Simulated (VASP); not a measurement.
GaN (zinc blende) relaxed at rising pressure, in one space group throughout; other phases were not tried. The pressures are those reached. Level of theory: LDA (Ceperley-Alder, Perdew-Zunger), VASP's LDA PAW potentials (set 64) (plane waves; VASP).

```tsv
P (GPa)	V (Å³/atom)	k-mesh
-0.21	11.120	10×10×10
4.95	10.851	10×10×10
9.94	10.622	10×10×10
20.04	10.220	10×10×10
29.69	9.902	11×11×11
```

A change of mesh leaves a small step in the series.

Problem. Fit an equation of state and predict the volume at 44.89 GPa.

Solution. Least squares on the third-order Birch-Murnaghan form, P = (3B0/2)(y⁷ − y⁵)[1 + (3/4)(B′ − 4)(y² − 1)] with y = (V0/V)^(1/3), gives V0 = 11.109 Å³/atom, B0 = 200 GPa and B′ = 4.4, and so 9.484 Å³/atom. The run gave 9.483 Å³/atom, -0.0 % from the fit.

Pressures at which the relaxation failed are left out.

The compound is GaN in the zinc blende structure, a metastable form; wurtzite is the usual one.
